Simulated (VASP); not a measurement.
Input:

```
Re
1.0
    2.77239     0.00000     0.00000
   -1.38619     2.40096     0.00000
    0.00000     0.00000     4.48591
Re
2
Direct
  0.66667   0.33333   0.75000
  0.33333   0.66667   0.25000
```

Computed with PBE GGA, VASP's PBE PAW potentials (set 64) (plane waves; VASP). Settings: PREC = Normal, EDIFF = 1E-5, 400 eV cut-off, 17×17×9 Γ-centred mesh, first-order Methfessel-Paxton smearing of 0.10 eV, potentials Re.

Unless said otherwise, spin-orbit coupling is left out, though it shifts the bands of the heavy elements here.

Q: Estimate the energy per atom (σ→0), band gap (on the k-mesh) with the smallest direct gap where there is one.

A: 
band gap (on the k-mesh): none (metal, semimetal or under 0.01 eV)
energy per atom (σ→0): -12425 meV/atom

Only differences to runs with the same potentials and settings are physical.

The compound is Re in the hcp structure. It was relaxed first.
